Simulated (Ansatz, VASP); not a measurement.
# Te2Mo in two plane-wave programs, part 2 of 2

Wanted: the spread between two codes on one cell, functional and k mesh. The cell is taken from a series of runs on this material, whose earlier steps may have relaxed, scaled, displaced or heated it; both programs get it as it stands. Other levels of theory on this material are compared in a session of their own.

VASP 6.6.1 and Ansatz 0.2.0.

So far: Set-up; VASP: relaxation of cell and atoms, LDA.

### Step 3. Ansatz: relaxation of cell and atoms, LDA

Level of this step: Ansatz beside VASP: Kohn-Sham DFT, plane waves, LDA (Ansatz).

Ansatz runs on its PAW soft_1 files.

The same cell, functional (in two slightly different forms) and mesh now go to Ansatz, which takes its cutoff from its data sets.

File input.yaml:

```yaml
crystal:
  lattice:
    - [3.4666370648, -2.811e-07, 0.0]
    - [-1.733318289, 3.0021959043, 0.0]
    - [0.0, 0.0, 17.5208912024]
  atoms:
    - { symbol: Te, position: [0.3333333333, 0.6666666667, 0.8975434991] }
    - { symbol: Te, position: [0.3333333333, 0.6666666667, 0.1024565009] }
    - { symbol: Mo, position: [0.0, 0.0, 0.0] }
kpoints:
  mp_grid: { grid: [9, 9, 2] }
hamiltonian:
  xc: lda
  pseudopotentials: { kind: paw, azcp: { folder: soft_1 }, xc_functional: pbe }
scf:
  occupations: { method: fixed }
output:
  forces: true
  stress: true
  eigenvalues: true
relax:
  adjacent_minimum: "off"
  f_tol: 0.001
  max_steps: 60
  cell: { stress_tol: 0.01 }
```

On the command line:

```bash
ansatz run input.yaml --threads 4 --pin off --max-ram 10240MiB --backend cpu --events-out ev --progress --plain --runs-dir out
```

Numbers of over 12 decimals in the logs are rounded to 6 here.

What it wrote:

```text
Engine: ansatz 0.2.0, aarch64-unknown-linux-gnu
Pseudopotentials: kind: paw
Pseudopotential: Te, paw, valence charge 16, recommended cutoff 420 eV (normal), soft_1/Te.paw.azcp
Pseudopotential: Mo, paw, valence charge 14, recommended cutoff 420 eV (normal), soft_1/Mo.paw.azcp
Functional definition: SPW92
  exchange = slater_x
  correlation = pw_c
Crystal: 3 atoms, lattice volume = 182.349 Å³
Basis set: ecut = 420 eV, 3533 PW (Γ)
Bands: 28, of which v1, the nominal top of the filled ones, is band 23 counted from 1 (22 counted from 0)
Symmetry: 12 space group operations
Space group: P-6m2 (ITA 187), of the structure as read, at distance tolerance 5.7e-5 Å
k-points: 24 of 162 (time reversal used)
Non-local potential: Te, projectors of the file, l = 0: 2, l = 1: 2, l = 2: 2, l = 3: 1
Non-local potential: Mo, projectors of the file, l = 0: 3, l = 1: 2, l = 2: 2, l = 3: 1
PAW form: soft (Blöchl's): semilocal exchange-correlation on the pseudo side does not see the compensation charge
PAW frozen core: Te, regenerated for the run's functional, and the local potential with it (the file was generated under x = pbe(κ = 0.804, μ = 0.219515), c = pbe(β = 0.066725))
PAW frozen core: Mo, regenerated for the run's functional, and the local potential with it (the file was generated under x = pbe(κ = 0.804, μ = 0.219515), c = pbe(β = 0.066725))
PAW one-centre angular grid: Te, 590 points (default); XC on 64 Gauss nodes
PAW one-centre angular grid: Mo, 590 points (default); XC on 64 Gauss nodes
Initial density: superposition of atomic densities (neutral atoms: chi_scale 0, normalization atom)
Initial wavefunctions: pseudopotential atomic-orbital guess
Functional: x = slater, c = lda
SCF iter   1: F=—  HF=-18498.906187 eV  |F-HF|=—  |Δ(HF+E_count)|=         —  Δρ=3.15e-2  dr2=2.45e0  ethr=3.10e-3  ⟨swp⟩=5.7  Hψ=2709  notcnv=0  defer=57
preconditioner: auto → Resta (q_TF=auto, 2.169 Å⁻¹)  ε∞=3.2  [insulator: Δε(μ)=1.275 eV  Ē_g=7.881 eV  n_scr=30 (ndim 8)  ℏωp=11.7 eV  f_vac=0.573  ε∞_Penn≈3.2  vacuum switching on, ρ_ref=4.5e-3 e/Å³]
SCF iter   2: F=—  HF=-18498.353326 eV  |F-HF|=—  |Δ(HF+E_count)|=   5.53e-1  Δρ=1.42e-2  dr2=1.42e0  ethr=3.10e-3  ⟨swp⟩=3.0  Hψ=1298  notcnv=0  defer=69
SCF iter   3: F=—  HF=-18498.213943 eV  |F-HF|=—  |Δ(HF+E_count)|=   1.39e-1  Δρ=1.14e-2  dr2=3.73e-1  ethr=3.09e-3  ⟨swp⟩=2.8  Hψ=908  notcnv=0  defer=65
SCF iter   4: F=—  HF=-18498.156309 eV  |F-HF|=—  |Δ(HF+E_count)|=   5.76e-2  Δρ=4.47e-3  dr2=4.59e-2  ethr=8.11e-4  ⟨swp⟩=2.0  Hψ=936  notcnv=0  defer=72
SCF iter   5: F=—  HF=-18498.146969 eV  |F-HF|=—  |Δ(HF+E_count)|=   9.34e-3  Δρ=6.96e-4  dr2=1.00e-3  ethr=9.98e-5  ⟨swp⟩=2.3  Hψ=882  notcnv=0  defer=72
SCF iter   6: F=—  HF=-18498.146895 eV  |F-HF|=—  |Δ(HF+E_count)|=   7.40e-5  Δρ=3.56e-4  dr2=3.89e-4  ethr=2.18e-6  ⟨swp⟩=2.4  Hψ=1057  notcnv=0  defer=72
SCF iter   7: F=—  HF=-18498.146816 eV  |F-HF|=—  |Δ(HF+E_count)|=   7.90e-5  Δρ=8.46e-5  dr2=2.15e-5  ethr=8.46e-7  ⟨swp⟩=2.0  Hψ=811  notcnv=0  defer=72
SCF iter   8: F=—  HF=-18498.146839 eV  |F-HF|=—  |Δ(HF+E_count)|=   2.24e-5  Δρ=1.73e-5  dr2=8.85e-7  ethr=4.67e-8  ⟨swp⟩=2.1  Hψ=1036  notcnv=0  defer=72
iter 9 did not close the SCF: its close was put off until two iterations running show no level that it waits for move by more than its bar (scf_convergence_deferred on its scf_iter line)
SCF iter   9: F=-18498.146839 eV  HF=-18498.146839 eV  |F-HF|=2.59e-9  |Δ(HF+E_count)|=   3.10e-8  Δρ=2.84e-6  dr2=2.79e-8  ethr=2.17e-10  ⟨swp⟩=13.2  Hψ=4459  notcnv=0
iter 10 did not close the SCF: its close was put off until two iterations running show no level that it waits for move by more than its bar (scf_convergence_deferred on its scf_iter line)
SCF iter  10: F=-18498.146839 eV  HF=-18498.146839 eV  |F-HF|=3.64e-11  |Δ(HF+E_count)|=   9.22e-9  Δρ=7.06e-7  dr2=9.12e-10  ethr=6.06e-11  ⟨swp⟩=2.5  Hψ=2252  notcnv=0
SCF iter  11: F=-18498.146839 eV  HF=-18498.146839 eV  |F-HF|=4.00e-11  |Δ(HF+E_count)|=  2.40e-10  Δρ=1.96e-7  dr2=5.77e-11  ethr=1.98e-12  ⟨swp⟩=1.0  Hψ=1985  notcnv=0
SCF 1 converged in 11 iterations: F = -18498.146839 eV  dr2 = 5.77e-11
  greatest PAW one-centre occupation: 0.999 electrons in one spin orbital (limit 2), on the Te atom at site 0 (counted from 0), in its partial waves of l = 2
relax step   1: F+E_penalty+E_count = -18498.14683871 eV  Δ(F+E_penalty+E_count) = +0.000e0 eV  max|allowed force component| = 4.419e-3 eV/Å  Δτ_max = 0.0000 Å  P = -0.005 GPa  Ω = 182.349 Å³  (11 SCF iters, dr2 threshold 1.00e-7 eV, accepted)
[...]
relax step   2: F+E_penalty+E_count = -18498.14681938 eV  Δ(F+E_penalty+E_count) = +1.932e-5 eV  max|allowed force component| = 1.391e-2 eV/Å  Δτ_max = 0.0014 Å  P = +0.021 GPa  Ω = 182.409 Å³  energy of the carried Pulay correction = -6.834e-6 eV  (6 SCF iters, dr2 threshold 1.22e-9 eV, rejected (line search))
[...]
relax step   3: F+E_penalty+E_count = -18498.14683799 eV  Δ(F+E_penalty+E_count) = +7.187e-7 eV  max|allowed force component| = 8.913e-6 eV/Å  Δτ_max = 0.0004 Å  P = -0.000 GPa  Ω = 182.370 Å³  energy of the carried Pulay correction = -2.407e-6 eV  (10 SCF iters, accepted)
[...]
relax step   4: F+E_penalty+E_count = -18498.14684059 eV  Δ(F+E_penalty+E_count) = -2.599e-6 eV  max|allowed force component| = 8.205e-6 eV/Å  Δτ_max = 0.0000 Å  P = -0.000 GPa  Ω = 182.370 Å³  stress off target by 1.35e-4 GPa  SCF on the basis re-selected at this cell (its energy is not comparable with the rows above)  (10 SCF iters)
basis re-selected at this cell: Δ(F+E_penalty+E_count) = -2.599e-6 eV, ΔP = +0.000 GPa vs the last step (what re-selecting the basis moved, of the pressure what is left beyond the Pulay correction that the steps carried, after the strain that the cell walked since its last selection, with what the two solves' SCF thresholds leave and, on support functions, any second-order correction that the steps lacked; it is no m [...]
SCF converged after 10 iterations
Free energy (F): -18498.146841 eV
Harris-Foulkes:  -18498.146841 eV  (|F-HF|=2.91e-11)
Internal energy: -18498.146841 eV  (E = F + TS)
E sigma→0 (E₀):  -18498.146841 eV
Fermi energy:    1.897614 eV
--- Per-component energies (eV) ---
  E_band       = -1047.152365
  E_kinetic    = 772.954036
  E_local      = -29126.455154  (includes V_loc(G=0)·N_el)
  E_nonlocal   = 299.271542
  E_hartree    = 14198.290450
  E_xc         = -420.056160
  E_vxc        = -425.652530  (∫ρ·V_xc dr)
  E_paw        = -12139.973961  (= ΣΔE_a)
  E_vpaw       = -963.851369  (= ΣTr[D̂ρ^β])
  E_aug_tail   = 0.000198  (compensation charges beyond the density's cutoff)
  E_ewald      = 7915.992109
  E_core_change = 1.830100  (= ΣΔE_core)
  E_smearing   = -0.000000  (= −TS)
  E_closure    = -0.000000  (closes the sum)
  Σ components = -18498.146841   (vs F -18498.146841, Δ=0.00e0)
--- Forces (eV/Å), atoms counted from 1 ---
  atom   1  Te     0.00000000    -0.00000000    -0.00000820
  atom   2  Te     0.00000000    -0.00000000     0.00000820
  atom   3  Mo     0.00000000     0.00000000     0.00000000
  max |Σ_I F_I| component: 7.40e-17 eV/Å
--- Stress (GPa, compression-positive) ---
       -0.000037       0.000000       0.000000
        0.000000      -0.000037       0.000000
        0.000000       0.000000      -0.000135
  P = ⅓ Tr σ = -0.0001 GPa (-0.001 kbar)
--- Band table (eV; the first three rows and the last of 24) ---
  k-point 0: bands = [... 19 lower, 0.2527, 1.0783, 1.0783, 1.3091, 5.2553, 5.2553, 5.5636, 5.5636, ... 1 higher]
  k-point 1: bands = [... 19 lower, 0.2527, 1.0783, 1.0783, 1.3091, 5.2553, 5.2553, 5.5636, 5.5636, ... 1 higher]
  k-point 2: bands = [... 19 lower, 0.4059, 0.8480, 1.1734, 1.3057, 4.5926, 4.6021, 5.1797, 5.3933, ... 1 higher]
  k-point 23: bands = [... 19 lower, -1.1662, -1.0250, 0.1284, 1.8976, 3.1371, 3.7788, 4.6513, 6.2773, ... 1 higher]
--- Relaxed structure (3 steps of the walk, 2 accepted, 1 SCFs on fresh bases) ---
  F+E_penalty+E_count = -18498.14684059 eV   max|allowed force component| = 8.205e-6 eV/Å   (the final SCF, on the basis selected at the relaxed cell)
  cell:  # Å, volume = 182.3701 Å³
    - [3.466867, -2.810957390733038e-7, 0.0]
    - [-1.733434, 3.002395, 0.0]
    - [0.0, 0.0, 17.520578]
  atoms:
    - { symbol: Te, position: [0.333333, 0.666667, 0.897564] }
    - { symbol: Te, position: [0.333333, 0.666667, 0.102436] }
    - { symbol: Mo, position: [0, -2.8783559898885975e-17, 0.0] }
```

In the SCF lines HF is the Harris–Foulkes energy and dr2 the Hartree energy of the density residual, in eV; the loop may stop once dr2 is under the threshold and the program's other checks hold. Hψ counts applications of the Hamiltonian.

### Step 4. Differences

Known differences besides the potentials themselves: the two LDA forms differ slightly; fixed occupations in Ansatz, narrow Gaussian smearing in VASP; the data sets hold 46 valence electrons in Ansatz (on its PAW soft_1 files) and 26 in VASP; the cutoff is 420 eV in Ansatz and 500 eV in VASP; VASP's log shows a relativistic correction to its local exchange, Ansatz's none; Ansatz adds a Pulay correction to the stress that steers its cell, VASP none. Total energies have different zeros and are not compared.

Compared:

```csv
quantity,Ansatz,VASP,difference
volume (Å³),182.37,182.74,-0.20 %
"edge a after relaxation, in the typed setting (Å)",3.467,3.469,-0.05 %
"edge c after relaxation, in the typed setting (Å)",17.521,17.538,-0.10 %
```

### Step 5. What came out

```yaml
difference_in_volume_relaxation_of_cell_and_atoms_lda: -0.20 %
```

What this shows: The difference in volume is -0.20 % (relaxation of cell and atoms, LDA), within the 1.2 % picked in this series as the mark of a large difference, as far as the stopping tolerances let one tell. The data sets hold unlike numbers of valence electrons (46 in Ansatz and 26 in VASP), so part of the differences comes from the potentials. 5 further runs of this series are not shown here. Such differences can come from data sets, numerical settings and the points named under the comparisons, not from the functional's error against experiment.

[Lines on the potential files, build, host, timing and source positions are cut from VASP's logs without a mark.]

[Logs are printed without paths, hosts, clocks, repeated set-up lines and the standing remarks that a program may print on its own settings, such as how far it seeks lower states.]

[Hosts, paths, dates, database ids (printed as entryN), source tags and the programs' standing remarks are cut or masked in the printed files.]
